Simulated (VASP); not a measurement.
Consider the following.

```yaml
crystal:
  lattice:
    - [0.00000, 2.35517, 2.35517]
    - [2.35517, 0.00000, 2.35517]
    - [2.35517, 2.35517, 0.00000]
  atoms:
    - { symbol: Na, position: [0.00000, 0.00000, 0.00000] }
    - { symbol: F, position: [0.50000, 0.50000, 0.50000] }
```

All values below come from RPBE GGA, VASP's PBE PAW potentials (set 64) (plane waves; VASP 6.6.1). Numerical set-up: 520 eV cut-off, 9×9×9 Γ-centred mesh, Gaussian smearing of 0.050 eV, potentials Na_pv F.

Problem. Predict the energy per atom (σ→0), pressure, band gap (on the k-mesh) with the smallest direct gap where there is one.

Solution. 
- band gap (on the k-mesh): 6.36 eV
- smallest direct gap (on the k-mesh): 6.36 eV
- energy per atom (σ→0): -4.088 eV/atom
- pressure: 2.87 GPa

The absolute energy has meaning only against runs of the same code, potentials and settings.

The compound is NaF in the rock salt structure. This cell is one point of a volume scan, at 0.94 of the reference volume.
